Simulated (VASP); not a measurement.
VASP ran on this input.

### KPOINTS
```
Automatic mesh
0
Gamma
8 8 2
0 0 0
```

### POSCAR
```
Ge2Si6
3.8868670
  0.0000000000   0.7071068683   0.7071068683
  0.7071068683   0.0000000000   0.7071068683
  2.8194043402   2.8194043402   0.0090231331
Si Ge
6 2
Cartesian
  0.7164679262   0.7164679262   1.4048526788
  0.3573857338   0.3573857338   0.3497211345
  1.4140861447   1.4140861447   1.4143413288
  1.0557123821   1.0557123821   0.3585013543
  1.4053059246   1.4053059246   0.0089078120
  1.7533306005   1.7533306005   0.3679900043
  2.1086657939   2.1086657939   0.0126548111
  2.4734302046   2.4734302046   0.3549972685
```

INCAR:
```
LWAVE = F
ISMEAR = -5
ALGO = Normal
LCHARG = T
NELM = 100
LREAL = F
NEDOS = 601   # DOS grid
ISIF = 2   # forces and stress, cell fixed
LASPH = T
SYSTEM = Ge2Si6
LMAXMIX = 4   # l cut-off of mixed one-centre charges
LEFG = T
PREC = Accurate
ENCUT = 400   # plane-wave cut-off (eV)
LORBIT = 11
EDIFF = 1E-7
GGA = PS
```

POTCAR, in this order: Si Ge_d (PBE.64 set). Program: vasp_std.

Problem. Translate this PBEsol calculation to Quantum ESPRESSO's pw.x.

Solution. One equivalent input (not run):
```
&CONTROL
  calculation = 'scf'
  pseudo_dir = './pseudo'
  outdir = './out'
  tprnfor = .true.
  tstress = .true.
/
&SYSTEM
  ibrav = 0
  nat = 8
  ntyp = 2
  ecutwfc = 78
  occupations = 'tetrahedra'
  input_dft = 'pbesol'
/
&ELECTRONS
  conv_thr = 7.3e-09
  electron_maxstep = 100
/
ATOMIC_SPECIES
  Si 28.085 Si.upf
  Ge 72.630 Ge.upf
CELL_PARAMETERS angstrom
     0.0000000    2.7484304    2.7484304
     2.7484304    0.0000000    2.7484304
    10.9586497   10.9586497    0.0350717
ATOMIC_POSITIONS crystal
  Si   0.9933489  0.9933489  0.0049883
  Si   0.2468764  0.2468764  0.0648427
  Si   0.9984879  0.9984879  0.2511341
  Si   0.2515121  0.2515121  0.3113659
  Si   0.0031236  0.0031236  0.4976573
  Si   0.2566511  0.2566511  0.5575117
  Ge   0.0041831  0.0041831  0.7468627
  Ge   0.2458169  0.2458169  0.8156373
K_POINTS automatic
  8 8 2 0 0 0
```
Limits of the translation: the potentials are each code's own (VASP's PAW set, PseudoDojo norm-conserving files in pw.x), so ENCUT and ecutwfc are chosen apart and not converted; conv_thr bounds pw.x's estimated SCF error, while EDIFF bounds the energy change between steps; the field gradients of LEFG aren't asked of the other code.

The structure was generated: Ge2Si6 was put into an ordered model structure (R-3m), which need not be its known phase. It was relaxed first.
